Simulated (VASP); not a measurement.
All values below come from PBE GGA with spin-orbit coupling, VASP's PBE PAW potentials (set 64) (plane waves; VASP).

Input for VASP

File POSCAR:
```
BaB2
4.7583940
  0.0000000000   0.7071068516   0.7071068516
  0.7071068516   0.0000000000   0.7071068516
  0.7071068516   0.7071068516   0.0000000000
Ba B
1 2
direct
  0.0000000000   0.0000000000   0.0000000000
  0.2500000000   0.2500000000   0.2500000000
  0.7500000000   0.7500000000   0.7500000000
```

**KPOINTS**
```
Regular mesh
0
Gamma
5 5 5
0 0 0
```

**INCAR**
```
LWAVE  =  F
LMAXMIX  =  4
GGA_COMPAT  =  F
LASPH  =  T
ISMEAR  =  -1   # Fermi-Dirac
ENCUT  =  400
NELM  =  100   # most electronic steps
ALGO  =  Normal   # blocked Davidson
LREAL  =  F
LSORBIT  =  T
PREC  =  Accurate
LCHARG  =  F
LNONCOLLINEAR  =  T
GGA  =  PE   # PBE
LORBIT  =  11   # lm-projected
ISIF  =  2
MAGMOM  =  0.0 0.0 0.0 0.0 0.0 0.0 0.0 0.0 0.0
SYSTEM  =  BaB2
EDIFF  =  1E-6
SIGMA  =  0.136   # width (eV)
```

POTCAR, in this order: Ba_sv B (PBE.64 set). Program: vasp_ncl.

### Question
Estimate the energy per atom (σ→0), band gap (on the k-mesh).

### Answer

```json
{
 "energy per atom (σ→0)": "-2.994 eV/atom",
 "band gap (on the k-mesh)": "none (metal, semimetal or under 0.01 eV)"
}
```

### OSZICAR
```
...
DAV:   6    -0.908133090631E+01    0.25797E-01   -0.16597E-02   552   0.100E+00    0.372E+00
DAV:   7    -0.907315930541E+01    0.81716E-02   -0.30533E-02   488   0.166E+00    0.277E-01
DAV:   8    -0.907370669067E+01   -0.54739E-03   -0.64731E-04   760   0.158E-01    0.121E-01
DAV:   9    -0.907437784632E+01   -0.67116E-03   -0.67809E-04   536   0.168E-01    0.299E-02
DAV:  10    -0.907446034502E+01   -0.82499E-04   -0.98586E-05   480   0.561E-02    0.872E-03
DAV:  11    -0.907446703357E+01   -0.66885E-05   -0.18260E-05   528   0.233E-02    0.289E-03
DAV:  12    -0.907446779783E+01   -0.76426E-06   -0.11626E-06   416   0.755E-03
   1 F= -.90744678E+01 E0= -.89833935E+01  d E =-.182149E+00  mag=     0.0000    -0.0000     0.0000
```

The structure was generated: BaB2 was put into an ordered model structure, which need not be its known phase. The cell was not relaxed at this level. The k-mesh is coarse (spacing up to 0.32 per Å, 2π included), so the numbers may not be converged in it. The run is one of a series of settings (GGA_COMPAT = .FALSE., LNONCOLLINEAR = .TRUE., LSORBIT = .TRUE., MAGMOM = 0.0 0.0 0.0 0.0 0.0 0.0 0.0 0.0 0.0, program vasp_ncl against the base run), some of them coarse on purpose.
